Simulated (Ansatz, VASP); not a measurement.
# Ti (Titanium): VASP beside Ansatz, part 2 of 2

Aim: how closely do two programs agree when they are given the same cell, functional and k mesh? The cell is taken from a series of runs on this material, whose earlier steps may have relaxed, scaled, displaced or heated it; both programs get it as it stands.

VASP 6.6.1 and Ansatz 0.2.0.

So far: The starting structure; Ansatz: zone-centre phonons, PBEsol.

## 3. VASP: zone-centre phonons, PBEsol

Level of this step: PBEsol; plane waves and PAW (Ti_sv) (VASP).

The same cell, functional, mesh and smearing now go to VASP, with its own data sets.

Lines of VASP's logs that name or quote its potential files are left out, and so is its time.

INCAR

```
SYSTEM = Ti
PREC = Accurate
ENCUT = 500
EDIFF = 1E-08
NELM = 120
ISMEAR = 1
SIGMA = 0.2
LREAL = .FALSE.
ALGO = Normal
GGA = PS
NBANDS = 18
LASPH = .TRUE.
LORBIT = 11
LWAVE = .FALSE.
LCHARG = .FALSE.
ISIF = 2
IBRION = 8
GGA_COMPAT = .FALSE.
KPAR = 2
```

POSCAR

```
Ti
1.0
    2.8833324512      0.0000000000      0.0000000000
   -1.4416662256      2.4970391503      0.0000000000
    0.0000000000      0.0000000000      4.6805152147
Ti
2
Direct
    0.3333334670      0.6666665330      0.2500000000
    0.6666665330      0.3333334670      0.7500000000
```

KPOINTS

```
Automatic mesh
0
Gamma
18 18 12
0 0 0
```

Potentials, in the order of the species: Ti_sv (PBE family, release 64).

On the command line:

```console
$ mpirun -np 2 vasp_std
```

Numbers of over 12 decimals in the logs are rounded to 6 here.

Output:

```text
[banner, memory and clock lines left out]
running    2 mpi-ranks, on    1 nodes
 distrk:  each k-point on    1 cores,    2 groups
 distr:  one band on    1 cores,    1 groups

 POSCAR found type information on POSCAR Ti
 POSCAR found :  1 types and       2 ions
|                                                                             |
|               ----> ADVICE to this user running VASP <----                  |
|                                                                             |
|     You enforced a specific xc type in the INCAR file but a different       |
|     [... a line on the potential file left out ...]
|     I HOPE YOU KNOW WHAT YOU ARE DOING!                                     |
|                                                                             |

 LDA part: xc-table for (Slater+PW92), standard interpolation
 POSCAR, INCAR and KPOINTS ok, starting setup
 FFT: planning ... GRIDC
 FFT: planning ... GRID_SOFT
 FFT: planning ... GRID
 WAVECAR not read
 entering main loop
       N       E                     dE             d eps       ncg     rms          rms(c)
DAV:   1     0.254989058898E+03    0.25499E+03   -0.12913E+04  9332   0.164E+03
DAV:   2     0.109498935984E+02   -0.24404E+03   -0.24102E+03  9474   0.452E+02
DAV:   3    -0.177272840755E+02   -0.28677E+02   -0.28354E+02 17530   0.127E+02
DAV:   4    -0.188684355462E+02   -0.11412E+01   -0.11397E+01 10620   0.266E+01
DAV:   5    -0.189244410935E+02   -0.56006E-01   -0.55996E-01 14512   0.419E+00    0.128E+01
DAV:   6    -0.166798571768E+02    0.22446E+01   -0.80278E+00 10966   0.299E+01    0.316E+00
DAV:   7    -0.166519056360E+02    0.27952E-01   -0.88863E-01 14266   0.718E+00    0.209E+00
DAV:   8    -0.166793764990E+02   -0.27471E-01   -0.22966E-01 10904   0.583E+00    0.739E-01
DAV:   9    -0.166700665532E+02    0.93099E-02   -0.55203E-02 11202   0.243E+00    0.722E-02
DAV:  10    -0.166704089163E+02   -0.34236E-03   -0.28501E-03 13700   0.365E-01    0.995E-02
DAV:  11    -0.166704890816E+02   -0.80165E-04   -0.26063E-04 10936   0.124E-01    0.340E-02
DAV:  12    -0.166704823937E+02    0.66879E-05   -0.40938E-05 11660   0.523E-02    0.726E-03
DAV:  13    -0.166704825447E+02   -0.15097E-06   -0.12056E-06 11352   0.999E-03    0.118E-03
DAV:  14    -0.166704827191E+02   -0.17442E-06   -0.29823E-07 14496   0.397E-03    0.890E-04
DAV:  15    -0.166704826890E+02    0.30054E-07   -0.23033E-08  8936   0.125E-03    0.310E-04
DAV:  16    -0.166704827083E+02   -0.19280E-07   -0.51225E-09  5334   0.626E-04    0.726E-05
DAV:  17    -0.166704827153E+02   -0.70399E-08   -0.11905E-09  5302   0.312E-04
   1 F= -.16670483E+02 E0= -.16672052E+02  d E =0.470865E-02
 Linear response reoptimize wavefunctions to high precision
DAV:   1    -0.166704827128E+02    0.25234E-08   -0.45412E-10  5414   0.159E-04
DAV:   2    -0.166704827128E+02   -0.34561E-10   -0.22417E-10  5190   0.105E-04
 Linear response DOF=           2
 Linear response progress:
  Degree of freedom:   1/  2
       N       E                     dE             d eps       ncg     rms          rms(c)
 HAMIL_LR internal error: the vector H(1)-e(1) S(1) |phi(0)> is not orthogonal t
 o |phi(0)>         260           1  1.066175364986669E-004
 HAMIL_LR internal error: the vector H(1)-e(1) S(1) |phi(0)> is not orthogonal t
 o |phi(0)>         260           2  1.107842626177358E-004
 HAMIL_LR internal error: the vector H(1)-e(1) S(1) |phi(0)> is not orthogonal t
 o |phi(0)>         260           9 -5.477730386577509E-004
 HAMIL_LR internal error: the vector H(1)-e(1) S(1) |phi(0)> is not orthogonal t
 o |phi(0)>         260          10 -3.611642091993217E-004
 HAMIL_LR internal error: the vector H(1)-e(1) S(1) |phi(0)> is not orthogonal t
 o |phi(0)>         260          13 -1.114385259741862E-004
 HAMIL_LR internal error: the vector H(1)-e(1) S(1) |phi(0)> is not orthogonal t
 o |phi(0)>         260          15 -1.103142238942367E-004
 HAMIL_LR internal error: the vector H(1)-e(1) S(1) |phi(0)> is not orthogonal t
 o |phi(0)>         260          16 -1.200786864167316E-004
 HAMIL_LR internal error: the vector H(1)-e(1) S(1) |phi(0)> is not orthogonal t
 o |phi(0)>         260          18 -1.273528974827243E-004
 HAMIL_LR internal error: the vector H(1)-e(1) S(1) |phi(0)> is not orthogonal t
 o |phi(0)>         262           1  1.069280988927569E-004
 HAMIL_LR internal error: the vector H(1)-e(1) S(1) |phi(0)> is not orthogonal t
 o |phi(0)>         262           2  1.109262415254150E-004
 HAMIL_LR internal error: the vector H(1)-e(1) S(1) |phi(0)> is not orthogonal t
 o |phi(0)>         261           9 -2.704364590625859E-004
 HAMIL_LR internal error: the vector H(1)-e(1) S(1) |phi(0)> is not orthogonal t
 o |phi(0)>         261          10 -1.745661702345080E-004
 HAMIL_LR internal error: the vector H(1)-e(1) S(1) |phi(0)> is not orthogonal t
[...]
o |phi(0)>        1120           9 -1.973989461081793E-004
 HAMIL_LR internal error: the vector H(1)-e(1) S(1) |phi(0)> is not orthogonal t
 o |phi(0)>        1120          11 -1.073164033591478E-004
 HAMIL_LR internal error: the vector H(1)-e(1) S(1) |phi(0)> is not orthogonal t
 o |phi(0)>        1141          18 -1.394955883422281E-004
 HAMIL_LR internal error: the vector H(1)-e(1) S(1) |phi(0)> is not orthogonal t
 o |phi(0)>        1120          13 -1.545847050057128E-004
[...]
o |phi(0)>        1132           2  2.225235044844807E-004
 HAMIL_LR internal error: the vector H(1)-e(1) S(1) |phi(0)> is not orthogonal t
 o |phi(0)>        1132           9 -2.337394750446808E-004
 HAMIL_LR internal error: the vector H(1)-e(1) S(1) |phi(0)> is not orthogonal t
 o |phi(0)>        1132          11 -1.799977819636478E-004
 HAMIL_LR internal error: the vector H(1)-e(1) S(1) |phi(0)> is not orthogonal t
 o |phi(0)>        1132          13 -1.287531917531226E-004
 HAMIL_LR internal error: the vector H(1)-e(1) S(1) |phi(0)> is not orthogonal t
 o |phi(0)>        1132          15 -2.212794338893875E-004
 HAMIL_LR internal error: the vector H(1)-e(1) S(1) |phi(0)> is not orthogonal t
 o |phi(0)>        1134           2  1.111606046284281E-004
 HAMIL_LR internal error: the vector H(1)-e(1) S(1) |phi(0)> is not orthogonal t
 o |phi(0)>        1134           9 -1.185524807819083E-004
 HAMIL_LR internal error: the vector H(1)-e(1) S(1) |phi(0)> is not orthogonal t
 o |phi(0)>        1136           2  1.110846880161009E-004
 HAMIL_LR internal error: the vector H(1)-e(1) S(1) |phi(0)> is not orthogonal t
 o |phi(0)>        1136          18 -1.187483703391223E-004
 HAMIL_LR internal error: the vector H(1)-e(1) S(1) |phi(0)> is not orthogonal t
 o |phi(0)>        1140           1  2.232026643115218E-004
 HAMIL_LR internal error: the vector H(1)-e(1) S(1) |phi(0)> is not orthogonal t
 o |phi(0)>        1140          10 -2.918531506144739E-004
 HAMIL_LR internal error: the vector H(1)-e(1) S(1) |phi(0)> is not orthogonal t
 o |phi(0)>        1140          13 -1.817038970906570E-004
 HAMIL_LR internal error: the vector H(1)-e(1) S(1) |phi(0)> is not orthogonal t
 o |phi(0)>        1140          16 -1.597099844193040E-004
 HAMIL_LR internal error: the vector H(1)-e(1) S(1) |phi(0)> is not orthogonal t
 o |phi(0)>        1142           1  2.228936625015697E-004
 HAMIL_LR internal error: the vector H(1)-e(1) S(1) |phi(0)> is not orthogonal t
 o |phi(0)>        1142          10 -1.909591657898169E-004
 HAMIL_LR internal error: the vector H(1)-e(1) S(1) |phi(0)> is not orthogonal t
 o |phi(0)>        1142          11 -1.192796627138004E-004
 HAMIL_LR internal error: the vector H(1)-e(1) S(1) |phi(0)> is not orthogonal t
 o |phi(0)>        1142          13 -1.381078383750206E-004
 HAMIL_LR internal error: the vector H(1)-e(1) S(1) |phi(0)> is not orthogonal t
 o |phi(0)>        1142          16 -2.094334391471997E-004
 HAMIL_LR internal error: the vector H(1)-e(1) S(1) |phi(0)> is not orthogonal t
 o |phi(0)>        1144           1  2.231138046488272E-004
 HAMIL_LR internal error: the vector H(1)-e(1) S(1) |phi(0)> is not orthogonal t
 o |phi(0)>        1144          10 -1.937476192816409E-004
 HAMIL_LR internal error: the vector H(1)-e(1) S(1) |phi(0)> is not orthogonal t
 o |phi(0)>        1144          13 -1.824226978979770E-004
 HAMIL_LR internal error: the vector H(1)-e(1) S(1) |phi(0)> is not orthogonal t
 o |phi(0)>        1144          16 -1.725435329993918E-004
 HAMIL_LR internal error: the vector H(1)-e(1) S(1) |phi(0)> is not orthogonal t
 o |phi(0)>        1144          17 -1.106030905928534E-004
 HAMIL_LR internal error: the vector H(1)-e(1) S(1) |phi(0)> is not orthogonal t
 o |phi(0)>        1146           2  2.229382784041515E-004
 HAMIL_LR internal error: the vector H(1)-e(1) S(1) |phi(0)> is not orthogonal t
 o |phi(0)>        1146          13 -1.285509195257939E-004
 HAMIL_LR internal error: the vector H(1)-e(1) S(1) |phi(0)> is not orthogonal t
 o |phi(0)>        1146          15 -1.554805578931617E-004
 HAMIL_LR internal error: the vector H(1)-e(1) S(1) |phi(0)> is not orthogonal t
 o |phi(0)>        1146          18 -1.522406455232994E-004
 HAMIL_LR internal error: the vector H(1)-e(1) S(1) |phi(0)> is not orthogonal t
 o |phi(0)>        1148           2  1.114959636921847E-004
RMM:  26    -0.542313033770E+00   -0.73692E-08   -0.36498E-07112779   0.263E-04    0.131E-05
 first order change of Fermi-energy   0.82132E-04
 force on displaced ion       1 direction 1 :  -1.348  -0.001   0.000
 Linear response progress:
  Degree of freedom:   2/  2
       N       E                     dE             d eps       ncg     rms          rms(c)
RMM:   1    -0.693677980226E+00   -0.69368E+00    0.29966E+01 14256   0.145E+02
RMM:   2    -0.657510400520E+00    0.36168E-01   -0.34801E-01 26269   0.476E+00    0.290E-01
RMM:   3    -0.655183884078E+00    0.23265E-02   -0.25358E-02 28726   0.131E+00    0.130E-01
RMM:   4    -0.656402089368E+00   -0.12182E-02   -0.11234E-02 33015   0.594E-01    0.591E-02
RMM:   5    -0.656800186714E+00   -0.39810E-03   -0.19511E-03 31335   0.241E-01    0.199E-02
RMM:   6    -0.657389035979E+00   -0.58885E-03   -0.83662E-04 35349   0.127E-01    0.113E-02
RMM:   7    -0.657735489645E+00   -0.34645E-03   -0.15069E-04 34951   0.574E-02    0.713E-03
RMM:   8    -0.658232749941E+00   -0.49726E-03   -0.58111E-05 32116   0.338E-02    0.223E-03
RMM:   9    -0.658249754401E+00   -0.17004E-04   -0.18820E-05 35294   0.176E-02    0.865E-04
RMM:  10    -0.658226178187E+00    0.23576E-04   -0.98890E-06 34774   0.996E-03    0.322E-04
RMM:  11    -0.658230861990E+00   -0.46838E-05   -0.54151E-06 36518   0.591E-03    0.244E-04
RMM:  12    -0.658238370312E+00   -0.75083E-05   -0.35829E-06 34504   0.376E-03    0.828E-05
RMM:  13    -0.658241736468E+00   -0.33662E-05   -0.29250E-06 36269   0.258E-03    0.969E-05
RMM:  14    -0.658239443040E+00    0.22934E-05   -0.20106E-06 35435   0.181E-03    0.249E-05
RMM:  15    -0.658239633730E+00   -0.19069E-06   -0.19627E-06 36953   0.137E-03    0.342E-05
RMM:  16    -0.658239464268E+00    0.16946E-06   -0.17357E-06 34511   0.109E-03    0.612E-05
RMM:  17    -0.658239526542E+00   -0.62274E-07   -0.16008E-06 33752   0.917E-04    0.463E-05
RMM:  18    -0.658239710383E+00   -0.18384E-06   -0.12156E-06 34736   0.784E-04    0.370E-05
RMM:  19    -0.658239824292E+00   -0.11391E-06   -0.14670E-06 36612   0.681E-04    0.367E-05
RMM:  20    -0.658239743610E+00    0.80682E-07   -0.10101E-06 33096   0.613E-04    0.511E-05
RMM:  21    -0.658240295332E+00   -0.55172E-06   -0.14883E-06 32331   0.621E-04    0.234E-05
RMM:  22    -0.658240517149E+00   -0.22182E-06   -0.98308E-07 31652   0.540E-04    0.252E-05
RMM:  23    -0.658240596634E+00   -0.79486E-07   -0.11307E-06 35346   0.478E-04    0.260E-05
RMM:  24    -0.658240644700E+00   -0.48066E-07   -0.72902E-07 34845   0.440E-04    0.263E-05
 first order change of Fermi-energy  -0.19047E-03
 force on displaced ion       1 direction 3 :   0.000   0.000  -2.824
 Linear response finished
```

From OUTCAR (step 3):

```text
ion  position               nearest neighbor table
   1  0.333  0.667  0.250-   2 2.87   2 2.87   2 2.87   2 2.87   2 2.87   2 2.87
   2  0.667  0.333  0.750-   1 2.87   1 2.87   1 2.87   1 2.87   1 2.87   1 2.87

  LATTYP: Found a hexagonal cell.
 ALAT       =     2.8833324512
 C/A-ratio  =     1.6233005711

 Subroutine GETGRP returns: Found 24 space group operations
 (whereof 12 operations were pure point group operations)

The static configuration has the point symmetry D_3d.
 The point group associated with its full space group is D_6h.

 Found    259 irreducible k-points:

   k-points           NKPTS =    259   k-points in BZ     NKDIM =    259   number of bands    NBANDS=     18

   dimension x,y,z NGX =    24 NGY =   24 NGZ =   36
   dimension x,y,z NGXF=    48 NGYF=   48 NGZF=   72

   ENCUT  =  500.0 eV  36.75 Ry    6.06 a.u.   5.26  5.26  8.53*2*pi/ulx,y,z

   NELECT =      24.0000    total number of electrons

 k-points in reciprocal lattice and weights: Automatic mesh
   0.00000000  0.00000000  0.00000000       0.000
   0.05555556  0.00000000  0.00000000       0.002
   0.11111111  0.00000000  0.00000000       0.002
   0.16666667  0.00000000  0.00000000       0.002
   0.22222222  0.00000000  0.00000000       0.002
   0.27777778 -0.00000000  0.00000000       0.002
   0.33333333  0.00000000  0.00000000       0.002
   0.38888889  0.00000000  0.00000000       0.002
   0.44444444  0.00000000  0.00000000       0.002
[...]
0.33333333  0.27777778  0.50000000       0.003
   0.33333333  0.33333333  0.50000000       0.001

 average (electrostatic) potential at core
       1 -71.9103       2 -71.9103

  Total       -0.0638803     -0.0638803     -0.6821650      0.0000000     -0.0000000      0.0000000
  in kB       -3.0371334     -3.0371334    -32.4329359      0.0000000     -0.0000000      0.0000000
  external PRESSURE =     -12.8357343 kB  Pullay stress =       0.0000000 kB

  energy-cutoff  :      500.00
  volume of cell :       33.70
      direct lattice vectors                 reciprocal lattice vectors
     2.883332451  0.000000000  0.000000000     0.346820915  0.200237149  0.000000000
    -1.441666226  2.497039150  0.000000000     0.000000000  0.400474298  0.000000000
     0.000000000  0.000000000  4.680515215     0.000000000  0.000000000  0.213651693

 POSITION                                       TOTAL-FORCE (eV/Angst)
 -----------------------------------------------------------------------------------
      0.00000      1.66469      1.17013        -0.000000      0.000000      0.000000
      1.44167      0.83235      3.51039         0.000000     -0.000000      0.000000
 -----------------------------------------------------------------------------------
    total drift:                               -0.000366      0.000212     -0.000006

 Eigenvectors and eigenvalues of the dynamical matrix
 ----------------------------------------------------

   1 f  =    5.369671 THz    33.738640 2PiTHz  179.112954 cm-1    22.207166 meV
             X         Y         Z           dx          dy          dz
      0.000001  1.664692  1.170129     0.000000    0.000000   -0.707107
      1.441666  0.832347  3.510386     0.000000    0.000000    0.707107

   2 f  =    3.709698 THz    23.308719 2PiTHz  123.742200 cm-1    15.342071 meV
             X         Y         Z           dx          dy          dz
      0.000001  1.664692  1.170129    -0.000017    0.707107    0.000000
      1.441666  0.832347  3.510386     0.000017   -0.707107    0.000000

   3 f  =    3.709698 THz    23.308719 2PiTHz  123.742200 cm-1    15.342071 meV
             X         Y         Z           dx          dy          dz
      0.000001  1.664692  1.170129    -0.707107   -0.000017    0.000000
      1.441666  0.832347  3.510386     0.707107    0.000017    0.000000

   4 f/i=    0.000000 THz     0.000000 2PiTHz    0.000001 cm-1     0.000000 meV
             X         Y         Z           dx          dy          dz
      0.000001  1.664692  1.170129     0.585518    0.396445    0.000000
      1.441666  0.832347  3.510386     0.585518    0.396445    0.000000

   5 f/i=    0.000000 THz     0.000000 2PiTHz    0.000001 cm-1     0.000000 meV
             X         Y         Z           dx          dy          dz
      0.000001  1.664692  1.170129     0.000000    0.000000    0.707107
      1.441666  0.832347  3.510386     0.000000    0.000000    0.707107

   6 f/i=    0.000000 THz     0.000000 2PiTHz    0.000002 cm-1     0.000000 meV
             X         Y         Z           dx          dy          dz
      0.000001  1.664692  1.170129    -0.396445    0.585518    0.000000
      1.441666  0.832347  3.510386    -0.396445    0.585518    0.000000

 ELASTIC MODULI CONTR FROM IONIC RELAXATION (kBar)
 Direction    XX          YY          ZZ          XY          YZ          ZX
 --------------------------------------------------------------------------------
 XX        -140.2461    140.2461      0.0000      0.0000      0.0000      0.0000
 YY         140.2461   -140.2461      0.0000     -0.0000      0.0000      0.0000
 ZZ           0.0000      0.0000      0.0000      0.0000      0.0000      0.0000
 XY           0.0000     -0.0000      0.0000   -140.2461      0.0000      0.0000
 YZ           0.0000      0.0000      0.0000      0.0000      0.0000      0.0000
 ZX           0.0000      0.0000      0.0000      0.0000      0.0000      0.0000
 --------------------------------------------------------------------------------
```

## 4. Comparison

Known differences besides the potentials themselves: the cutoff is 420 eV in Ansatz and 500 eV in VASP; Ansatz makes its cores anew for this functional, VASP keeps those of its PBE data sets. Total energies have different zeros and are not compared.

The two programs side by side:

| quantity | Ansatz | VASP | difference |
| --- | --- | --- | --- |
| optical mode 1 to 2 (cm⁻¹) | 123.9 | 123.7 | +0.14 % |
| optical mode 3 (cm⁻¹) | 179.0 | 179.1 | -0.08 % |

Modes are paired by rising frequency, not by their patterns, so a pair may set unlike modes beside each other; they are those without the splitting of longitudinal modes.

## 5. Results

- r.m.s. difference of the optical zone-centre modes, each program's sorted by frequency (zone-centre phonons, PBEsol): 0.17 cm⁻¹

**Reading.** The r.m.s. difference of the optical zone-centre modes, each program's sorted by frequency is 0.17 cm⁻¹ (zone-centre phonons, PBEsol). How closely two codes agree says nothing of how well the functional describes the real material.

[Lines on the potential files, build, host, timing and source positions are cut from VASP's logs without a mark.]

[Logs are printed without paths, hosts, clocks, repeated set-up lines and the standing remarks that a program may print on its own settings, such as how far it seeks lower states.]

[Hosts, paths, dates, database ids (printed as entryN), source tags and the programs' standing remarks are cut or masked in the printed files.]
